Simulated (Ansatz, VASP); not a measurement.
# LiNb2 (LiNb2 in the C11b ordering): VASP beside Ansatz

One calculation is typed for both programs; each brings its own data sets. How far apart do they land? The cell is generated by rule, not measured, and may not be a known phase. The cell is taken from a series of runs on this material, whose earlier steps may have relaxed, scaled, displaced or heated it; both programs get it as it stands.

Main program and level: Ansatz 0.2.0; plane waves, with VASP 6.6.1 beside it; relaxation of cell and atoms at LDA.

The structure was built from a prototype and need not be the compound's stable phase.

## (1) Starting point

Symmetry: I4/mmm, No. 139, tetragonal system. The conventional cell has a = 3.323 Å, b = 3.323 Å, c = 8.307 Å, α = 90.00°, β = 90.00°, γ = 90.00°. Nearest to Li lie 10 Nb at 2.70 to 2.83 Å. Nearest to Nb lie 5 Nb at 2.65 to 2.79 Å and 5 Li at 2.70 to 2.83 Å. Farther neighbours are not listed.

Structure file:

```cif
data_structure
_symmetry_space_group_name_H-M 'P 1'
_symmetry_Int_Tables_number 1
_cell_length_a 3.3229
_cell_length_b 3.3229
_cell_length_c 4.7718
_cell_angle_alpha 69.624
_cell_angle_beta 69.624
_cell_angle_gamma 90.000
_cell_volume 45.86
loop_
_atom_site_label
_atom_site_type_symbol
_atom_site_fract_x
_atom_site_fract_y
_atom_site_fract_z
_atom_site_occupancy
Li1 Li 0.00000 0.00000 0.00000 1
Nb2 Nb 0.65976 0.65976 0.68048 1
Nb3 Nb 0.34024 0.34024 0.31952 1
```

## (2) VASP: relaxation of cell and atoms, LDA

The relaxed volume is the usual yardstick between codes: in a stiff, nearly cubic crystal its relative difference is about their pressure difference at one cell divided by the bulk modulus.

Lines of VASP's logs that name or quote its potential files are left out, and so is its time.

INCAR

```
SYSTEM = LiNb2
PREC = Accurate
ENCUT = 750
EDIFF = 1E-07
NELM = 120
ISMEAR = 1
SIGMA = 0.2
LREAL = .FALSE.
ALGO = Normal
GGA = CA
NBANDS = 20
LASPH = .TRUE.
LORBIT = 11
LWAVE = .FALSE.
LCHARG = .FALSE.
ISIF = 3
IBRION = 2
NSW = 80
EDIFFG = -0.005
GGA_COMPAT = .FALSE.
NELMIN = 4
KPAR = 2
```

POSCAR

```
LiNb2
1.0
    3.3228550000      0.0000000000     -0.0000020000
    0.0000000000      3.3228550000     -0.0000020000
    1.6614300000      1.6614300000      4.1532880000
Li Nb
1 2
Direct
    0.0000000000      0.0000000000      0.0000000000
    0.6597606653      0.6597606653      0.6804788493
    0.3402392143      0.3402392143      0.3195213915
```

KPOINTS

```
Automatic mesh
0
Gamma
10 10 10
0 0 0
```

PAW data sets: Li_sv and Nb_sv (LDA family, release 64).

The run is started by

```
$ mpirun -np 2 vasp_std
```

Numbers of over 12 decimals in the logs are rounded to 6 here.

Output:

```text
[banner, memory and clock lines left out]
running    2 mpi-ranks, on    1 nodes
 distrk:  each k-point on    1 cores,    2 groups
 distr:  one band on    1 cores,    1 groups

 POSCAR found type information on POSCAR LiNb
 POSCAR found :  2 types and       3 ions
 LDA part: xc-table for (Slater(with rela. corr.)+CA(PZ))
 , standard interpolation
 POSCAR, INCAR and KPOINTS ok, starting setup
 FFT: planning ... GRIDC
 FFT: planning ... GRID_SOFT
 FFT: planning ... GRID
 WAVECAR not read
 entering main loop
       N       E                     dE             d eps       ncg     rms          rms(c)
DAV:   1     0.433036885214E+03    0.43304E+03   -0.18005E+04  4080   0.194E+03
DAV:   2     0.164186842178E+02   -0.41662E+03   -0.40612E+03  4552   0.724E+02
DAV:   3    -0.216215970670E+02   -0.38040E+02   -0.36153E+02  7864   0.162E+02
DAV:   4    -0.244835359792E+02   -0.28619E+01   -0.28020E+01  6264   0.377E+01
DAV:   5    -0.246361814264E+02   -0.15265E+00   -0.15224E+00  7416   0.984E+00    0.103E+01
DAV:   6    -0.233660137771E+02    0.12702E+01   -0.37756E+00  6256   0.163E+01    0.305E+00
DAV:   7    -0.233365181717E+02    0.29496E-01   -0.74691E-01  8144   0.653E+00    0.164E+00
DAV:   8    -0.233452494511E+02   -0.87313E-02   -0.40850E-02  5600   0.184E+00    0.742E-01
DAV:   9    -0.233486563302E+02   -0.34069E-02   -0.13334E-02  7048   0.130E+00    0.168E-01
DAV:  10    -0.233488546421E+02   -0.19831E-03   -0.93045E-04  6132   0.276E-01    0.558E-02
DAV:  11    -0.233488664518E+02   -0.11810E-04   -0.11591E-04  6968   0.116E-01    0.155E-02
DAV:  12    -0.233488646338E+02    0.18180E-05   -0.61677E-06  6204   0.232E-02    0.618E-03
DAV:  13    -0.233488643856E+02    0.24826E-06   -0.16602E-06  7888   0.116E-02    0.966E-04
DAV:  14    -0.233488643986E+02   -0.12998E-07   -0.13480E-07  4156   0.307E-03
   1 F= -.23348864E+02 E0= -.23350306E+02  d E =-.233489E+02
 curvature:   0.00 expect dE= 0.000E+00 dE for cont linesearch  0.000E+00
 trial: gam= 0.00000 g(F)=  0.114E-04 g(S)=  0.624E-04 ort = 0.000E+00 (trialstep = 0.100E+01)
 search vector abs. value=  0.738E-04
 bond charge predicted
       N       E                     dE             d eps       ncg     rms          rms(c)
DAV:   1    -0.233495023122E+02   -0.63793E-03   -0.28167E-02  4740   0.229E+00    0.200E-01
DAV:   2    -0.233490196243E+02    0.48269E-03   -0.36336E-03  6828   0.758E-01    0.961E-02
DAV:   3    -0.233488460149E+02    0.17361E-03   -0.74752E-04  7996   0.252E-01    0.374E-02
DAV:   4    -0.233488559383E+02   -0.99234E-05   -0.70091E-05  7004   0.568E-02    0.183E-02
DAV:   5    -0.233488650388E+02   -0.91005E-05   -0.39817E-05  7796   0.413E-02    0.149E-02
DAV:   6    -0.233488687013E+02   -0.36625E-05   -0.50862E-06  5504   0.213E-02    0.262E-03
DAV:   7    -0.233488690447E+02   -0.34340E-06   -0.31359E-06  7988   0.102E-02    0.887E-04
DAV:   8    -0.233488690438E+02    0.93087E-09   -0.41571E-08  3160   0.280E-03
   2 F= -.23348869E+02 E0= -.23350280E+02  d E =-.464521E-05
 trial-energy change:   -0.000005  1 .order   -0.000005   -0.000074    0.000063
 step:   0.5310(harm=  0.5402)  dis= 0.00028  next Energy=   -23.348884 (dE=-0.195E-04)
 bond charge predicted
       N       E                     dE             d eps       ncg     rms          rms(c)
DAV:   1    -0.233490229983E+02   -0.15395E-03   -0.62020E-03  4616   0.107E+00    0.934E-02
DAV:   2    -0.233489168569E+02    0.10614E-03   -0.80100E-04  6704   0.356E-01    0.451E-02
DAV:   3    -0.233488786420E+02    0.38215E-04   -0.16554E-04  7996   0.118E-01    0.175E-02
DAV:   4    -0.233488808351E+02   -0.21931E-05   -0.15165E-05  6964   0.264E-02    0.859E-03
DAV:   5    -0.233488828716E+02   -0.20365E-05   -0.88407E-06  7680   0.195E-02    0.698E-03
DAV:   6    -0.233488836677E+02   -0.79606E-06   -0.11279E-06  5524   0.995E-03    0.122E-03
DAV:   7    -0.233488837402E+02   -0.72485E-07   -0.62390E-07  5576   0.489E-03
   3 F= -.23348884E+02 E0= -.23350309E+02  d E =-.193416E-04
 curvature:  -0.27 expect dE=-0.459E-06 dE for cont linesearch -0.526E-08
 trial: gam= 0.03930 g(F)=  0.123E-05 g(S)=  0.472E-06 ort =-0.120E-05 (trialstep = 0.906E+00)
 search vector abs. value=  0.172E-05
 reached required accuracy - stopping structural energy minimisation
```

OUTCAR, selected parts (step 2):

```text
ion  position               nearest neighbor table
   1  0.000  0.000  0.000-   2 2.70   2 2.70   2 2.70   3 2.70   2 2.70   3 2.70   3 2.70   3 2.70

  LATTYP: Found a body centered tetragonal cell.
 ALAT       =     3.3228550000
 C/A-ratio  =     2.4998322226

 Subroutine GETGRP returns: Found 16 space group operations
 (whereof 16 operations were pure point group operations)

The static configuration has the point symmetry D_4h.

 Found    102 irreducible k-points:

   k-points           NKPTS =    102   k-points in BZ     NKDIM =    102   number of bands    NBANDS=     20

   dimension x,y,z NGX =    30 NGY =   30 NGZ =   48
   dimension x,y,z NGXF=    60 NGYF=   60 NGZF=   96

   ENCUT  =  750.0 eV  55.12 Ry    7.42 a.u.   7.42  7.42 10.66*2*pi/ulx,y,z

   NELECT =      29.0000    total number of electrons

 k-points in reciprocal lattice and weights: Automatic mesh
   0.00000000  0.00000000  0.00000000       0.001
   0.10000000  0.00000000  0.00000000       0.008
   0.20000000  0.00000000  0.00000000       0.008
   0.30000000  0.00000000  0.00000000       0.008
   0.40000000  0.00000000  0.00000000       0.008
   0.50000000  0.00000000  0.00000000       0.004
   0.10000000  0.10000000 -0.00000000       0.008
   0.20000000  0.10000000  0.00000000       0.016
   0.30000000  0.10000000  0.00000000       0.016
[...]
-0.10000000 -0.10000000  0.40000000       0.004
  -0.00000000 -0.00000000  0.50000000       0.001

 average (electrostatic) potential at core
       1 -57.0881       2 -78.4887       3 -78.4887

 E-fermi :   9.1713

 k-point     1 :       0.0000    0.0000    0.0000
  band No.  band energies     occupation
    ...
      8     -20.5512      2.00000
      9     -20.3415      2.00000
     10       3.8764      2.00000
     11       6.7446      2.00000
     12       6.9593      2.00000
     13       9.5266     -0.03069
     14       9.6940     -0.00137
     15      10.0223     -0.00000
     16      10.0603     -0.00000
     17      10.0603     -0.00000
    ...

 k-point     2 :       0.1000    0.0000    0.0000
  band No.  band energies     occupation
    ...
      9     -20.3358      2.00000
     10       4.0667      2.00000
     11       6.8006      2.00000
     12       7.0848      2.00000
     13       8.9159      2.07014
     14       9.2984      0.12949
     15       9.6480     -0.00384
     16      10.4937     -0.00000
     17      10.5589     -0.00000
     18      10.9755     -0.00000
    ...

 k-point     3 :       0.2000    0.0000    0.0000
  band No.  band energies     occupation
    ...
     10       4.5871      2.00000
     11       6.8167      2.00000
     12       7.5205      2.00000
     13       8.1053      2.00000
     14       8.7346      2.00846
     15       9.8763     -0.00001
     16      10.0852     -0.00000
     17      10.8755     -0.00000
     18      11.3894     -0.00000
     19      11.7368     -0.00000
    ...

  Total        0.0036788      0.0036788      0.0015030      0.0000000     -0.0000000     -0.0000000
  in kB        0.1286478      0.1286478      0.0525593      0.0000000     -0.0000000     -0.0000000
  external PRESSURE =       0.1032849 kB  Pullay stress =       0.0000000 kB

  energy-cutoff  :      750.00
  volume of cell :       45.82
      direct lattice vectors                 reciprocal lattice vectors
     3.321904258 -0.000000000 -0.000001999     0.301032083 -0.000000072 -0.120428220
    -0.000000000  3.321904258 -0.000001999    -0.000000072  0.301032083 -0.120428220
     1.660954628  1.660954628  4.151855034     0.000000145  0.000000145  0.240856078

 POSITION                                       TOTAL-FORCE (eV/Angst)
 -----------------------------------------------------------------------------------
      0.00000      0.00000      0.00000         0.000000     -0.000000     -0.000000
      3.32191      3.32191      2.82497        -0.000000     -0.000000     -0.003569
      1.66095      1.66095      1.32688         0.000000      0.000000      0.003569
 -----------------------------------------------------------------------------------
    total drift:                               -0.000000     -0.000000     -0.001889

  FREE ENERGIE OF THE ION-ELECTRON SYSTEM (eV)
  ---------------------------------------------------
  free  energy   TOTEN  =       -23.3488837402 eV

  energy  without entropy=      -23.3531608677  energy(sigma->0) =      -23.35030945

 reached required accuracy - stopping structural energy minimisation

 total charge
# of ion       s       p       d       tot
------------------------------------------
    1        2.064   0.143   0.000   2.208
    2        2.243   5.971   2.595  10.808
    3        2.243   5.971   2.595  10.808
--------------------------------------------------
tot          6.549  12.085   5.190  23.824

[... 3 further parts left out ...]
```

## (3) Ansatz: relaxation of cell and atoms, LDA

Ansatz runs on its default PAW (the set named soft_2) files.

The same cell, functional (in two slightly different forms), mesh and smearing now go to Ansatz, which takes its cutoff from its data sets.

input.yaml

```yaml
crystal:
  lattice:
    - [3.322855446, 0.0, -1.6454e-06]
    - [0.0, 3.322855446, -1.6454e-06]
    - [1.6614297797, 1.6614297797, 4.1532883713]
  atoms:
    - { symbol: Li, position: [0.0, 0.0, 0.0] }
    - { symbol: Nb, position: [0.6597607114, 0.6597607114, 0.6804785771] }
    - { symbol: Nb, position: [0.3402392886, 0.3402392886, 0.3195214229] }
kpoints:
  mp_grid: { grid: [10, 10, 10] }
hamiltonian:
  xc: lda
scf:
  occupations: { method: methfessel_paxton, width: 0.2 }
output:
  forces: true
  stress: true
  eigenvalues: true
relax:
  adjacent_minimum: "off"
  f_tol: 0.001
  max_steps: 60
  cell: { stress_tol: 0.01 }
```

The run is started by

```
$ ansatz run input.yaml --threads 4 --pin off --max-ram 8192MiB --backend cpu --events-out ev --progress --plain --runs-dir out
```

Output:

```text
Engine: ansatz 0.2.0, aarch64-unknown-linux-gnu
Pseudopotentials: kind: paw
Pseudopotential: Li, paw, valence charge 3, recommended cutoff 420 eV (normal), Li.paw.azcp
Pseudopotential: Nb, paw, valence charge 13, recommended cutoff 420 eV (normal), Nb.paw.azcp
Functional definition: SPW92
  exchange = slater_x
  correlation = pw_c
Crystal: 3 atoms, lattice volume = 45.858 Å³
Basis set: ecut = 420 eV, 897 PW (Γ)
Bands: 19, of which v1, the nominal top of the filled ones, is band 15 counted from 1 (14 counted from 0)
Symmetry: 16 space group operations
Space group: I4/mmm (ITA 139), of the structure as read, at distance tolerance 3.6e-5 Å
k-points: 102 of 1000
Non-local potential: Li, projectors of the file, l = 0: 3, l = 1: 2, l = 2: 1
Non-local potential: Nb, projectors of the file, l = 0: 3, l = 1: 2, l = 2: 2, l = 3: 1
PAW form: soft (Blöchl's): semilocal exchange-correlation on the pseudo side does not see the compensation charge
PAW frozen core: Nb, regenerated for the run's functional, and the local potential with it (the file was generated under x = pbe(κ = 0.804, μ = 0.219515), c = pbe(β = 0.066725))
PAW one-centre angular grid: Li, 110 points (default); XC on 64 Gauss nodes
PAW one-centre angular grid: Nb, 590 points (default); XC on 64 Gauss nodes
Initial density: superposition of atomic densities (neutral atoms: chi_scale 0, normalization atom), corrected by the library's trained network
Initial wavefunctions: pseudopotential atomic-orbital guess
Functional: x = slater, c = lda
SCF iter   1: F=—  HF=-9085.630290 eV  |F-HF|=—  |Δ(HF+E_count)|=         —  Δρ=8.47e-3  dr2=9.44e-3  ethr=1.77e-3  ⟨swp⟩=5.1  Hψ=8572  notcnv=0
preconditioner: auto → Kerker (q_TF=auto, 2.528 Å⁻¹)  [metal: Δε(μ)=0.024 eV  Ē_g=3.848 eV  σ=0.200 eV  W_gap=0.10  n_scr=10 (ndim 8)  ℏωp=18.2 eV  f_vac=0.000  D(μ)=1.83/eV (n_scr^D=14)]
SCF iter   2: F=—  HF=-9085.625022 eV  |F-HF|=—  |Δ(HF+E_count)|=   5.27e-3  S|Δr|=    0.00e0  Δρ=4.59e-3  dr2=3.01e-3  ethr=3.26e-5  ⟨swp⟩=2.0  Hψ=3273  notcnv=0
SCF iter   3: F=—  HF=-9085.623650 eV  |F-HF|=—  |Δ(HF+E_count)|=   1.37e-3  S|Δr|=    0.00e0  Δρ=6.38e-4  dr2=1.32e-4  ethr=1.04e-5  ⟨swp⟩=2.1  Hψ=2567  notcnv=0
SCF iter   4: F=—  HF=-9085.623628 eV  |F-HF|=—  |Δ(HF+E_count)|=   2.22e-5  S|Δr|=    0.00e0  Δρ=1.02e-4  dr2=5.89e-6  ethr=4.54e-7  ⟨swp⟩=1.8  Hψ=2471  notcnv=0
SCF iter   5: F=—  HF=-9085.623627 eV  |F-HF|=—  |Δ(HF+E_count)|=   4.82e-7  S|Δr|=    0.00e0  Δρ=2.13e-5  dr2=2.15e-7  ethr=2.03e-8  ⟨swp⟩=2.1  Hψ=2451  notcnv=0
SCF iter   6: F=-9085.623627 eV  HF=-9085.623627 eV  |F-HF|=2.82e-9  |Δ(HF+E_count)|=   5.14e-8  S|Δr|=    0.00e0  Δρ=3.92e-6  dr2=7.01e-9  ethr=3.45e-10  ⟨swp⟩=4.0  Hψ=5868  notcnv=0
SCF 1 converged in 6 iterations: F = -9085.623627 eV  dr2 = 7.01e-9
  greatest PAW one-centre occupation: 1.001 electrons in one spin orbital (limit 2), on the Li atom at site 0 (counted from 0), in its partial waves of l = 0
relax step   1: F+E_penalty+E_count = -9085.62362704 eV  Δ(F+E_penalty+E_count) = +0.000e0 eV  max|allowed force component| = 7.878e-3 eV/Å  Δτ_max = 0.0000 Å  P = -0.012 GPa  Ω = 45.858 Å³  (6 SCF iters, dr2 threshold 1.00e-7 eV, accepted)
[...]
relax step   2: F+E_penalty+E_count = -9085.62362641 eV  Δ(F+E_penalty+E_count) = +6.348e-7 eV  max|allowed force component| = 4.947e-3 eV/Å  Δτ_max = 0.0010 Å  P = +0.037 GPa  Ω = 45.851 Å³  energy of the carried Pulay correction = +5.759e-7 eV  (5 SCF iters, dr2 threshold 3.88e-9 eV, rejected (line search))
[...]
relax step   3: F+E_penalty+E_count = -9085.62363268 eV  Δ(F+E_penalty+E_count) = -5.641e-6 eV  max|allowed force component| = 1.347e-3 eV/Å  Δτ_max = 0.0005 Å  P = +0.007 GPa  Ω = 45.857 Å³  energy of the carried Pulay correction = +5.396e-8 eV  (7 SCF iters, accepted)
[...]
relax step   4: F+E_penalty+E_count = -9085.62363297 eV  Δ(F+E_penalty+E_count) = -2.892e-7 eV  max|allowed force component| = 6.894e-4 eV/Å  Δτ_max = 0.0001 Å  P = +0.006 GPa  Ω = 45.859 Å³  energy of the carried Pulay correction = -7.093e-8 eV  (3 SCF iters, dr2 threshold 9.19e-10 eV, accepted)
[...]
relax step   5: F+E_penalty+E_count = -9085.62363296 eV  Δ(F+E_penalty+E_count) = +1.328e-8 eV  max|allowed force component| = 4.692e-5 eV/Å  Δτ_max = 0.0001 Å  P = -0.001 GPa  Ω = 45.863 Å³  energy of the carried Pulay correction = -4.168e-7 eV  (4 SCF iters, dr2 threshold 5.74e-10 eV, accepted)
[...]
relax step   6: F+E_penalty+E_count = -9085.62363320 eV  Δ(F+E_penalty+E_count) = -2.433e-7 eV  max|allowed force component| = 4.514e-5 eV/Å  Δτ_max = 0.0000 Å  P = -0.001 GPa  Ω = 45.863 Å³  stress off target by 8.13e-4 GPa  SCF on the basis re-selected at this cell (its energy is not comparable with the rows above)  (4 SCF iters)
basis re-selected at this cell: Δ(F+E_penalty+E_count) = -2.433e-7 eV, ΔP = +0.000 GPa vs the last step (what re-selecting the basis moved, of the pressure what is left beyond the Pulay correction that the steps carried, after the strain that the cell walked since its last selection, with what the two solves' SCF thresholds leave and, on support functions, any second-order correction that the steps lacked; it is no m [...]
SCF converged after 4 iterations
Stability not checked: this state was not tested for a lower state beside it, because cold or Methfessel-Paxton smearing, or corrected tetrahedra, fill the levels in a way that the test cannot read (fill_not_monotonic; see scf.lower_state_search)
Free energy (F): -9085.623633 eV
Harris-Foulkes:  -9085.623633 eV  (|F-HF|=3.64e-12)
Internal energy: -9085.627844 eV  (E = F + TS)
E sigma→0 (E₀):  -9085.624686 eV
Entropy (-TS):   0.004211 eV (1.404 meV/atom)
Fermi energy:    14.415613 eV
--- Per-component energies (eV) ---
  E_band       = -265.310574
  E_kinetic    = 816.405376
  E_local      = -1716.584443  (includes V_loc(G=0)·N_el)
  E_nonlocal   = 218.845367
  E_hartree    = 545.333659
  E_xc         = -360.062427
  E_vxc        = -439.882103  (∫ρ·V_xc dr)
  E_paw        = -5949.697873  (= ΣΔE_a)
  E_vpaw       = -234.762116  (= ΣTr[D̂ρ^β])
  E_aug_tail   = 0.000028  (compensation charges beyond the density's cutoff)
  E_ewald      = -2640.718920
  E_core_change = 0.851389  (= ΣΔE_core)
  E_smearing   = 0.004211  (= −TS)
  E_closure    = 0.000000  (closes the sum)
  Σ components = -9085.623633   (vs F -9085.623633, Δ=0.00e0)
--- Forces (eV/Å), atoms counted from 1 ---
  atom   1  Li     0.00000000     0.00000000     0.00000000
  atom   2  Nb     0.00000000     0.00000000     0.00004514
  atom   3  Nb    -0.00000000    -0.00000000    -0.00004514
  max |Σ_I F_I| component: 1.36e-20 eV/Å
--- Stress (GPa, compression-positive) ---
       -0.000813      -0.000000       0.000000
       -0.000000      -0.000813       0.000000
        0.000000       0.000000      -0.000691
  P = ⅓ Tr σ = -0.0008 GPa (-0.008 kbar)
--- Band table (eV; the first three rows and the last of 102) ---
  k-point 0: bands = [... 11 lower, 12.2063, 14.7680, 14.9436, 15.2646, 15.3051, 15.3051, 16.0449, 16.0449]
  k-point 1: bands = [... 11 lower, 12.0979, 14.7423, 15.0737, 15.0737, 15.0833, 15.2895, 16.3519, 16.3519]
  k-point 2: bands = [... 11 lower, 11.8480, 14.5581, 14.7295, 14.7295, 15.3576, 15.4353, 16.9244, 16.9244]
  k-point 101: bands = [... 11 lower, 12.3284, 12.4504, 14.5220, 14.9788, 15.6324, 18.2301, 18.5102, 18.8396]
--- Relaxed structure (5 steps of the walk, 4 accepted, 1 SCFs on fresh bases) ---
  F+E_penalty+E_count = -9085.62363320 eV   max|allowed force component| = 4.514e-5 eV/Å   (the final SCF, on the basis selected at the relaxed cell)
  cell:  # Å, volume = 45.8628 Å³
    - [3.323072, -4.074257901989514e-13, -1.6455427059567417e-6]
    - [-4.0742579019896534e-13, 3.323072, -1.6455427059567698e-6]
    - [1.661538, 1.661538, 4.153182]
  atoms:
    - { symbol: Li, position: [0, 0, 0] }
    - { symbol: Nb, position: [0.659856, 0.659856, 0.680288] }
    - { symbol: Nb, position: [0.340144, 0.340144, 0.319712] }
```

Reading the cycles: dr2 is the Hartree energy of the density residual (eV), the measure of convergence; HF is the Harris–Foulkes estimate of the energy, which meets the free energy F at convergence.

## (4) Side by side

Known differences besides the potentials themselves: the two LDA forms differ slightly; the cutoff is 420 eV in Ansatz and 750 eV in VASP; VASP's log shows a relativistic correction to its local exchange, Ansatz's none; Ansatz adds a Pulay correction to the stress that steers its cell, VASP none. Total energies have different zeros and are not compared.

Both answers:

```
                                         quantity  Ansatz   VASP  difference
                                      volume (Å³)   45.86  45.82     +0.10 %
edge a after relaxation, in the typed setting (Å)   3.323  3.322     +0.04 %
edge c after relaxation, in the typed setting (Å)   4.772  4.770     +0.03 %
```

## (5) Outcome

```json
{
 "difference in volume (relaxation of cell and atoms, LDA)": "0.10 %"
}
```

What this shows: The difference in volume is 0.10 % (relaxation of cell and atoms, LDA), within the 1.2 % picked in this series as the mark of a large difference, as far as the stopping tolerances let one tell. 1 further run of this series is not shown here. Such differences can come from data sets, numerical settings and the points named under the comparisons, not from the functional's error against experiment.

[Lines on the potential files, build, host, timing and source positions are cut from VASP's logs without a mark.]

[Logs are printed without paths, hosts, clocks, repeated set-up lines and the standing remarks that a program may print on its own settings, such as how far it seeks lower states.]

[Hosts, paths, dates, database ids (printed as entryN), source tags and the programs' standing remarks are cut or masked in the printed files.]
